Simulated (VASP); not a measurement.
An input for Quantum ESPRESSO's pw.x (written as the equivalent of a VASP run, and not itself run):

```
&CONTROL
  calculation = 'vc-relax'
  pseudo_dir = './pseudo'
  outdir = './out'
  tprnfor = .true.
  tstress = .true.
  nstep = 40
  forc_conv_thr = 0.00078
/
&SYSTEM
  ibrav = 0
  nat = 2
  ntyp = 2
  ecutwfc = 86
  occupations = 'smearing'
  smearing = 'gaussian'
  degauss = 0.003675
  input_dft = 'pbesol'
/
&ELECTRONS
  conv_thr = 7.3e-08
  electron_maxstep = 100
/
&IONS
/
&CELL
  press = 50
/
ATOMIC_SPECIES
  Ca 40.078 Ca.upf
  Se 78.971 Se.upf
CELL_PARAMETERS angstrom
    -0.0000000    3.1330850    3.1330850
     3.1330850   -0.0000000    3.1330850
     3.1330850    3.1330850    0.0000000
ATOMIC_POSITIONS crystal
  Ca   0.0000000  0.0000000  0.0000000
  Se   0.2500000  0.2500000  0.2500000
K_POINTS automatic
  7 7 7 0 0 0
```

Q: Write the VASP files for the same calculation (PBEsol).

A: One answer among several that fit: 
**INCAR**
```
# general
SYSTEM   =  CaSe
PREC     =  Accurate
ENCUT    =  500   # plane-wave cut-off (eV)
LREAL    =  .False.
LASPH    =  .True.

# electronic loop
EDIFF    =  1E-6   # SCF stop (eV)
NELM     =  100   # most electronic steps
ALGO     =  Normal   # blocked Davidson
LMAXMIX  =  4   # l cut-off of mixed one-centre charges

# smearing
ISMEAR   =  0   # Gaussian
SIGMA    =  0.05   # width (eV)

# functional
GGA      =  PS   # PBEsol

# ions
IBRION   =  2   # conjugate gradients
NSW      =  40
ISIF     =  3   # ions, shape and volume
EDIFFG   =  -0.02
PSTRESS  =  50   # kbar

# output
LWAVE    =  .False.
LCHARG   =  .False.
```

### POSCAR
```
CaSe
1
   -0.0000000000     3.1330849723     3.1330849723
    3.1330849723    -0.0000000000     3.1330849723
    3.1330849723     3.1330849723     0.0000000000
Ca Se
1 1
Direct
  0.0000000000   0.0000000000   0.0000000000
  0.2500000000   0.2500000000   0.2500000000
```

### KPOINTS
```
Automatic mesh
0
G
  7 7 7
0 0 0
```

POTCAR, in this order: Ca_sv Se (PBE.64 set). Program: vasp_std.

The two are equivalent in intent, not identical: the potentials are each code's own (VASP's PAW set, PseudoDojo norm-conserving files in pw.x), so ENCUT and ecutwfc are chosen apart and not converted; conv_thr bounds pw.x's estimated SCF error, while EDIFF bounds the energy change between steps; forc_conv_thr acts on force components and is met together with etot_conv_thr.

The structure was generated: CaSe was put into the zinc blende type (F-43m), which need not be its known phase. It was relaxed first under an external pressure of 5 GPa.
